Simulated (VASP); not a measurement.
# Ta4NiO11 (P2/m) in VASP: further runs, part 4 of 4

VASP 6.6.1. The steps go on from the part before.

## Step 6: Band structure, PBE, collinear spin, ferromagnetic start

Contents of POSCAR:

```
Ta4NiO11                                
1.0
    4.7739917428      0.0000000000     -0.0031750405
    0.0000000000      5.8200937233      0.0000000000
   -2.0001988204      0.0000000000      7.2642504362
  Ta              Ni              O             
     4     1    11
Direct
     0.6113954121325931    0.5000000000000000    0.7603530936861896
     0.3886045878674070    0.5000000000000000    0.2396469063138104
     0.1650648019172730    0.0000000000000000    0.7987711844272442
     0.8349351980827271    0.0000000000000000    0.2012288155727558
     0.5000000000000000    0.0000000000000000    0.5000000000000000
     0.3328110784754071    0.7987218315387973    0.6506429267776462
     0.6671889215245927    0.7987218315387973    0.3493570732223541
     0.9006219238221194    0.2578960557695136    0.8074169108962119
     0.0993780761778807    0.2578960557695136    0.1925830891037880
     0.6671889215245927    0.2012781684612028    0.3493570732223541
     0.3328110784754071    0.2012781684612028    0.6506429267776462
     0.0993780761778807    0.7421039442304865    0.1925830891037880
     0.9006219238221194    0.7421039442304865    0.8074169108962119
     0.5000000000000000    0.5000000000000000    0.0000000000000000
     0.5000000000000000    0.0000000000000000    0.0000000000000000
     0.5000000000000000    0.5000000000000000    0.5000000000000000
```

Contents of INCAR.step1:

```
SYSTEM = Ta4NiO11
  PREC = Accurate
  ENCUT = 520
  EDIFF = 1E-6
  ISMEAR = -1
  SIGMA = 0.05
  LREAL = .FALSE.
  LASPH = .TRUE.
  NELM = 100
  ALGO = Normal
  ISIF = 2
  LWAVE = .FALSE.
  LCHARG = .TRUE.
  ISPIN = 2
  MAGMOM = 0 0 0 0 1 0 0 0 0 0 0 0 0 0 0 0
  LORBIT = 11
  LMAXMIX = 4
  GGA = PE
  KPAR = 4
```

Contents of KPOINTS.step1:

```
Automatic mesh
0
G
  6 5 4
  0 0 0
```

Contents of INCAR.step2:

```
SYSTEM = Ta4NiO11
  PREC = Accurate
  ENCUT = 520
  EDIFF = 1E-6
  ISMEAR = 0
  SIGMA = 0.05
  LREAL = .FALSE.
  LASPH = .TRUE.
  NELM = 100
  ALGO = Normal
  ISIF = 2
  LWAVE = .FALSE.
  LCHARG = .FALSE.
  ISPIN = 2
  MAGMOM = 0 0 0 0 1 0 0 0 0 0 0 0 0 0 0 0
  LORBIT = 11
  LMAXMIX = 4
  GGA = PE
  KPAR = 4
  ICHARG = 11
```

Contents of KPOINTS.step2:

```
path GYHCEM1AXH1,MDZ,YD
15
line-mode
reciprocal
 0.0000000000  0.0000000000  0.0000000000  G
 0.0000000000  0.0000000000  0.5000000000  Y

 0.0000000000  0.0000000000  0.5000000000  Y
-0.4474843174  0.0000000000  0.6855711242  H

-0.4474843174  0.0000000000  0.6855711242  H
-0.5000000000  0.0000000000  0.5000000000  C

-0.5000000000  0.0000000000  0.5000000000  C
-0.5000000000  0.5000000000  0.5000000000  E

-0.5000000000  0.5000000000  0.5000000000  E
-0.5525156826  0.5000000000  0.3144288758  M1

-0.5525156826  0.5000000000  0.3144288758  M1
-0.5000000000  0.5000000000  0.0000000000  A

-0.5000000000  0.5000000000  0.0000000000  A
-0.5000000000  0.0000000000  0.0000000000  X

-0.5000000000  0.0000000000  0.0000000000  X
-0.5525156826  0.0000000000  0.3144288758  H1

-0.4474843174  0.5000000000  0.6855711242  M
 0.0000000000  0.5000000000  0.5000000000  D

 0.0000000000  0.5000000000  0.5000000000  D
 0.0000000000  0.5000000000  0.0000000000  Z

 0.0000000000  0.0000000000  0.5000000000  Y
 0.0000000000  0.5000000000  0.5000000000  D
```

Potentials or basis: VASP PAW PBE potentials, release 64 (Ta_pv, Ni, O).

Run with:

```bash
> cat potpaw_PBE.64/Ta_pv/POTCAR potpaw_PBE.64/Ni/POTCAR potpaw_PBE.64/O/POTCAR > POTCAR
> cp INCAR.step1 INCAR
> cp KPOINTS.step1 KPOINTS
> mpirun -np 4 vasp_std > vasp.out
> cp INCAR.step2 INCAR
> cp KPOINTS.step2 KPOINTS
> mpirun -np 4 vasp_std > vasp.out
```

OUTCAR:

```text
SYSTEM = Ta4NiO11
   PREC = Accurate
   ENCUT = 520
   EDIFF = 1E-6
   ISMEAR = 0
   LREAL = .FALSE.
   LASPH = .TRUE.
   NELM = 100
   ISIF = 2
   ISPIN = 2
   LORBIT = 11
   GGA = PE
   ICHARG = 11

 ion  position               nearest neighbor table
   1  0.611  0.500  0.760-  16 1.89  13 1.94   8 1.94  14 2.01  11 2.21   6 2.21
   2  0.389  0.500  0.240-  16 1.89  12 1.94   9 1.94  14 2.01  10 2.21   7 2.21
   3  0.165  0.000  0.799-  15 1.89  11 1.93   6 1.93  13 1.97   8 1.97   5 3.09
   4  0.835  0.000  0.201-  15 1.89  10 1.93   7 1.93  12 1.97   9 1.97   5 3.09
   5  0.500  0.000  0.500-   7 1.94  10 1.94   6 1.94  11 1.94   3 3.09   4 3.09
   6  0.333  0.799  0.651-   3 1.93   5 1.94   1 2.21
   7  0.667  0.799  0.349-   4 1.93   5 1.94   2 2.21
   8  0.901  0.258  0.807-   1 1.94   3 1.97
   9  0.099  0.258  0.193-   2 1.94   4 1.97
  10  0.667  0.201  0.349-   4 1.93   5 1.94   2 2.21
  11  0.333  0.201  0.651-   3 1.93   5 1.94   1 2.21
  12  0.099  0.742  0.193-   2 1.94   4 1.97
  13  0.901  0.742  0.807-   1 1.94   3 1.97
  14  0.500  0.500  0.000-   1 2.01   2 2.01
  15  0.500  0.000  0.000-   3 1.89   4 1.89
  16  0.500  0.500  0.500-   1 1.89   2 1.89

  LATTYP: Found a simple monoclinic cell.
 ALAT       =     4.7739927986
 B/A-ratio  =     1.2191249482
 C/A-ratio  =     1.5782586700
 COS(beta)  =    -0.2661097876

  Lattice vectors:

 A1 = (   4.7739917428,   0.0000000000,  -0.0031750405)
 A2 = (   0.0000000000,   5.8200937233,   0.0000000000)
 A3 = (  -2.0001988204,   0.0000000000,   7.2642504362)

Analysis of symmetry for initial positions (statically):
=====================================================================
 Subroutine PRICEL returns:
 Original cell was already a primitive cell.

 Routine SETGRP: Setting up the symmetry group for a
 simple monoclinic supercell.

 Subroutine GETGRP returns: Found  4 space group operations
[... 219 lines left out ...]
      6     -32.5646      1.00000
[... 1789 lines left out ...]
     71       7.0050      0.00000
     72       7.4341      0.00000

 [... further k-points ...]

 spin component 2

 k-point     1 :       0.0000    0.0000    0.0000
  band No.  band energies     occupation
      1     -32.6905      1.00000
      2     -32.6007      1.00000
      3     -32.5979      1.00000
      4     -32.5861      1.00000
      5     -32.5730      1.00000
      6     -32.5646      1.00000
[... 1789 lines left out ...]
     71       7.0040      0.00000
     72       7.4296      0.00000

 [... further k-points ...]

 [bands above 72 left out]

------------------------ aborting loop because EDIFF is reached ----------------------------------------

  FORCE on cell =-STRESS in cart. coord.  units (eV):
  Direction    XX          YY          ZZ          XY          YZ          ZX
  --------------------------------------------------------------------------------------
  -------------------------------------------------------------------------------------
  Total        1.3219872     -0.0372158      0.9074452      0.0000000      0.0000000     -0.1652996
  in kB       10.4957849     -0.2954713      7.2045699      0.0000000      0.0000000     -1.3123796
  external PRESSURE =       5.8016278 kB  Pullay stress =       0.0000000 kB

 VOLUME and BASIS-vectors are now :
 -----------------------------------------------------------------------------
  energy-cutoff  :      520.00
  volume of cell :      201.80
      direct lattice vectors                 reciprocal lattice vectors
     4.773991743  0.000000000 -0.003175040     0.209506680  0.000000000  0.057687303
     0.000000000  5.820093723  0.000000000     0.000000000  0.171818539  0.000000000
    -2.000198820  0.000000000  7.264250436     0.000091571  0.000000000  0.137685666

 POSITION                                       TOTAL-FORCE (eV/Angst)
 -----------------------------------------------------------------------------------
      1.39794      2.91005      5.52145        -0.073429     -0.000000     -0.058259
      1.37585      2.91005      1.73962         0.073429     -0.000000      0.058259
     -0.80968      0.00000      5.80195        -0.093155     -0.000000      0.000334
      3.58348      0.00000      1.45913         0.093155     -0.000000     -0.000334
      1.38690      0.00000      3.63054        -0.000000     -0.000000     -0.000000
      0.28742      4.64864      4.72538        -0.023696     -0.046583      0.094448
[... 8 lines left out ...]
      2.38700      0.00000     -0.00159         0.000000     -0.000000     -0.000000
      1.38690      2.91005      3.63054        -0.000000     -0.000000     -0.000000
 -----------------------------------------------------------------------------------
    total drift:                                0.000000     -0.000000     -0.000000

  FREE ENERGIE OF THE ION-ELECTRON SYSTEM (eV)
  ---------------------------------------------------
  free  energy   TOTEN  =      -144.4809568517 eV

  energy  without entropy=     -144.4809568517  energy(sigma->0) =     -144.48095685

 total charge

# of ion       s       p       d       tot
------------------------------------------
    1        0.336   6.299   2.095   8.730
    2        0.336   6.299   2.095   8.730
    3        0.359   6.315   2.214   8.887
    4        0.359   6.315   2.214   8.887
    5        0.391   0.423   8.327   9.141
    6        1.570   3.479   0.000   5.049
[... 8 lines left out ...]
   15        1.569   3.542   0.000   5.112
   16        1.585   3.527   0.000   5.113
--------------------------------------------------
tot         19.059  64.107  16.945 100.111

 magnetization (x)

# of ion       s       p       d       tot
------------------------------------------
    1       -0.000  -0.000   0.000   0.000
    2       -0.000  -0.000   0.000   0.000
    3       -0.000  -0.000  -0.000  -0.000
    4       -0.000  -0.000  -0.000  -0.000
    5        0.000   0.000  -0.000  -0.000
    6       -0.000   0.000   0.000   0.000
[... 8 lines left out ...]
   15       -0.000  -0.000   0.000  -0.000
   16        0.000   0.000   0.000   0.000
--------------------------------------------------
tot         -0.000   0.000  -0.000  -0.000
```

OUTCAR.step1:

```text
SYSTEM = Ta4NiO11
   PREC = Accurate
   ENCUT = 520
   EDIFF = 1E-6
   ISMEAR = -1
   LREAL = .FALSE.
   LASPH = .TRUE.
   NELM = 100
   ISIF = 2
   ISPIN = 2
   LORBIT = 11
   GGA = PE

[... 3931 lines left out ...]
--------------------------------------------------
tot         19.052  64.127  16.917 100.096

 magnetization (x)

# of ion       s       p       d       tot
------------------------------------------
    1       -0.000  -0.000   0.000   0.000
    2       -0.000  -0.000   0.000   0.000
    3       -0.000  -0.000  -0.000  -0.000
    4       -0.000  -0.000  -0.000  -0.000
    5       -0.000  -0.000  -0.000  -0.000
    6       -0.000   0.000   0.000   0.000
[... 8 lines left out ...]
   15       -0.000  -0.000   0.000  -0.000
   16        0.000   0.000   0.000   0.000
--------------------------------------------------
tot         -0.000   0.000  -0.000   0.000
```

OSZICAR.step1:

```text
N       E                     dE             d eps       ncg     rms          rms(c)
DAV:   1     0.133911016672E+04    0.13391E+04   -0.63739E+04 12264   0.171E+03
DAV:   2    -0.996534307570E+01   -0.13491E+04   -0.12835E+04 13372   0.488E+02
[... 14 lines left out ...]
DAV:  17    -0.144352845070E+03    0.11720E-02   -0.31059E-03 18016   0.435E-01    0.759E-02
DAV:  18    -0.144352823378E+03    0.21692E-04   -0.81437E-04 16727   0.117E-01    0.494E-02
DAV:  19    -0.144352821139E+03    0.22392E-05   -0.60317E-05 17672   0.406E-02    0.384E-02
DAV:  20    -0.144352785306E+03    0.35833E-04   -0.68581E-05 18263   0.757E-02    0.111E-02
DAV:  21    -0.144352783954E+03    0.13521E-05   -0.25019E-05 16976   0.267E-02    0.336E-03
DAV:  22    -0.144352784349E+03   -0.39470E-06   -0.24386E-06 10056   0.755E-03
   1 F= -.14435278E+03 E0= -.14435273E+03  d E =-.100411E-03  mag=    -0.0000
```

It took 16 min on 4 MPI ranks of Intel Xeon Platinum 8488C (Sapphire Rapids), shared host; peak memory 2.7 GiB.

Results:

```yaml
Band_gap_on_the_k_mesh: 0.79 eV, indirect (least direct gap 0.85 eV)
Band_gap_along_the_path: 0.75 eV, indirect (least direct gap 0.81 eV)
Net_moment: 0.00 μB per cell
```

Levels at the corners of the path, in eV from the valence-band top:
Spin up:
```
point  band 57  band 58  band 59  band 60  band 61  band 62  band 63  band 64
    Γ    -0.90    -0.33    -0.14    -0.12     0.96     1.23     1.72     1.90
    Y    -0.87    -0.22    -0.13    -0.05     1.12     1.36     1.73     1.98
    Y    -0.87    -0.22    -0.13    -0.05     1.12     1.36     1.73     1.98
    H    -0.88    -0.21    -0.18    -0.13     1.15     1.92     1.93     2.04
    H    -0.88    -0.21    -0.18    -0.13     1.15     1.92     1.93     2.04
    C    -0.88    -0.18    -0.15    -0.13     1.17     1.98     2.01     2.28
    C    -0.88    -0.18    -0.15    -0.13     1.17     1.98     2.01     2.28
    E    -0.79    -0.19    -0.17    -0.06     0.75     2.09     2.62     2.71
    E    -0.79    -0.19    -0.17    -0.06     0.75     2.09     2.62     2.71
   M1    -0.79    -0.21    -0.19    -0.05     0.80     2.24     2.29     2.77
   M1    -0.79    -0.21    -0.19    -0.05     0.80     2.24     2.29     2.77
    A    -0.78    -0.26    -0.22    -0.03     0.92     2.03     2.45     2.46
    A    -0.78    -0.26    -0.22    -0.03     0.92     2.03     2.45     2.46
    X    -0.89    -0.29    -0.27    -0.13     1.08     1.54     1.92     2.01
    X    -0.89    -0.29    -0.27    -0.13     1.08     1.54     1.92     2.01
   H1    -0.88    -0.21    -0.18    -0.13     1.15     1.92     1.93     2.04
    M    -0.79    -0.21    -0.19    -0.05     0.80     2.24     2.29     2.77
    D    -0.88    -0.09    -0.09     0.00     1.03     1.50     2.44     2.63
    D    -0.88    -0.09    -0.09     0.00     1.03     1.50     2.44     2.63
    Z    -0.89    -0.19    -0.10    -0.03     1.07     1.98     2.07     2.11
    Y    -0.87    -0.22    -0.13    -0.05     1.12     1.36     1.73     1.98
    D    -0.88    -0.09    -0.09     0.00     1.03     1.50     2.44     2.63
```
Spin down:
```csv
point,band 57,band 58,band 59,band 60,band 61,band 62,band 63,band 64
Γ,-0.90,-0.33,-0.14,-0.12,0.96,1.23,1.72,1.90
Y,-0.87,-0.22,-0.13,-0.05,1.12,1.36,1.73,1.98
Y,-0.87,-0.22,-0.13,-0.05,1.12,1.36,1.73,1.98
H,-0.88,-0.21,-0.18,-0.13,1.15,1.92,1.93,2.04
H,-0.88,-0.21,-0.18,-0.13,1.15,1.92,1.93,2.04
C,-0.88,-0.18,-0.15,-0.13,1.17,1.98,2.01,2.28
C,-0.88,-0.18,-0.15,-0.13,1.17,1.98,2.01,2.28
E,-0.79,-0.19,-0.17,-0.06,0.75,2.09,2.62,2.71
E,-0.79,-0.19,-0.17,-0.06,0.75,2.09,2.62,2.71
M1,-0.79,-0.21,-0.19,-0.05,0.80,2.24,2.29,2.77
M1,-0.79,-0.21,-0.19,-0.05,0.80,2.24,2.29,2.77
A,-0.78,-0.26,-0.22,-0.03,0.92,2.03,2.44,2.46
A,-0.78,-0.26,-0.22,-0.03,0.92,2.03,2.44,2.46
X,-0.89,-0.29,-0.27,-0.13,1.08,1.54,1.92,2.01
X,-0.89,-0.29,-0.27,-0.13,1.08,1.54,1.92,2.01
H1,-0.88,-0.21,-0.18,-0.13,1.15,1.92,1.93,2.04
M,-0.79,-0.21,-0.19,-0.05,0.80,2.24,2.29,2.77
D,-0.88,-0.09,-0.09,0.00,1.03,1.50,2.44,2.63
D,-0.88,-0.09,-0.09,0.00,1.03,1.50,2.44,2.63
Z,-0.89,-0.19,-0.10,-0.03,1.07,1.98,2.07,2.11
Y,-0.87,-0.22,-0.13,-0.05,1.12,1.36,1.73,1.98
D,-0.88,-0.09,-0.09,0.00,1.03,1.50,2.44,2.63
```

Caveat: the log is that of the step along the path at fixed density, whose energy, stress, charges and moments have no meaning; spin-orbit coupling is left out, which moves the levels of the heavy elements.

## Step 7: Summary

| task | spin | cell | smearing | gap on the mesh (eV) | pressure (GPa) | moment (μB) | largest force (eV/Å) |
| --- | --- | --- | --- | --- | --- | --- | --- |
| optical spectrum | collinear, ferromagnetic start | P2/m, 12.6 Å³/atom | fermi-dirac 0.05 eV | 0.82 | 0.9 | 0.00 | 0.13 |
| electric field gradients | collinear, ferromagnetic start | P2/m, 12.6 Å³/atom | fermi-dirac 0.05 eV | 0.82 | 0.9 | 0.00 | 0.13 |
| band structure | collinear, ferromagnetic start, SOC | P2/m, 12.6 Å³/atom | fermi-dirac 0.05 eV | - | 1.0 | 0.00 | 0.12 |
| dielectric tensor | collinear, ferromagnetic start | P2/m, 12.6 Å³/atom | gaussian 0.02 eV | 0.82 | - | 0.00 | - |
| band structure | collinear, ferromagnetic start | P2/m, 12.61 Å³/atom | fermi-dirac 0.05 eV | 0.79 | - | 0.00 | - |

Alike in all rows: level PBE; potentials or basis VASP PAW PBE potentials, release 64 (Ta_pv, Ni, O); k mesh 6 × 5 × 4; cutoff (eV) 520.

On the cell as given the gap runs from 0.75 eV (PBE) to 0.82 eV (PBE).

Caveats: spin-orbit coupling is left out, which moves the levels of the heavy elements (some runs); an odd mesh through Γ misses points on the zone boundary, where band edges often lie (some runs); spectra need much finer meshes, so this one isn't converged (some runs); independent-particle spectra lack excitons (some runs).

Total energies depend on the potentials used, so only differences within one code and one set of settings carry meaning.
